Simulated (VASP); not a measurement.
Here is the system:

```xyz
2
Lattice="0.0000 2.7795 2.7795 2.7795 0.0000 2.7795 2.7795 2.7795 0.0000" Properties=species:S:1:pos:R:3 pbc="T T T"
Ga     0.0000     0.0000     0.0000
P      1.3898     1.3898     1.3898
```

Method: PBE GGA, VASP's PBE PAW potentials (set 64) (plane waves; VASP 6.6.1). Numerical set-up: 400 eV cut-off, 6×6×6 Γ-centred mesh, Gaussian smearing of 0.050 eV, potentials Ga_d P.

### Question
Estimate the energy per atom (σ→0), pressure, band gap (on the k-mesh) with the smallest direct gap where there is one.

### Answer

The band gap (on the k-mesh) comes out as 1.34 eV and the smallest direct gap (on the k-mesh) is 1.34 eV. The energy per atom (σ→0) comes out as -4.551 eV/atom. The pressure comes out as -2.30 GPa.

Total energies compare only between runs with the same potentials, cut-off and functional.

The compound is GaP in the zinc blende structure. The cell was not relaxed at this level.
